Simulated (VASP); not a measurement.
Runs of VASP 6.6.1 on P4. The cell holds a molecule in a box, 4 atoms: a = 12.000 Å, b = 12.500 Å, c = 13.000 Å, α = 90.00°, β = 90.00°, γ = 90.00°. 

```tsv
level	potentials or basis	cutoff (eV)	smearing	further INCAR settings	gap on the mesh (eV)	largest force (eV/Å)
PBEsol	VASP PAW PBE potentials, release 64 (P)	700	gaussian 0.02 eV	ALGO = Fast; EDIFF = 1e-06	4.99	-
r2SCAN	VASP PAW PBE potentials, release 64 (P)	520	gaussian 0.02 eV	ALGO = Normal; EDIFF = 1e-06	(a)	0.37
PBEsol	VASP PAW PBE potentials, release 64 (P)	520	gaussian 0.5 eV	ALGO = Fast; EDIFF = 1e-06	4.99	-
PBEsol	VASP PAW PBE potentials, release 64 (P)	520	gaussian 0.02 eV	ALGO = Fast; EDIFF = 1e-06	4.99	-
PBEsol	VASP PAW PBE potentials, release 64 (P_h)	900	gaussian 0.02 eV	ALGO = Fast; EDIFF = 1e-06	4.99	0.07
```

Alike in all rows: task single point; no spin polarisation; cell as given; k mesh 1 × 1 × 1.

Problem. Estimate the missing entries.

Solution. (a) 5.39.

Caveats: the PAW data sets were made with another functional, which shifts forces and pressure a little.

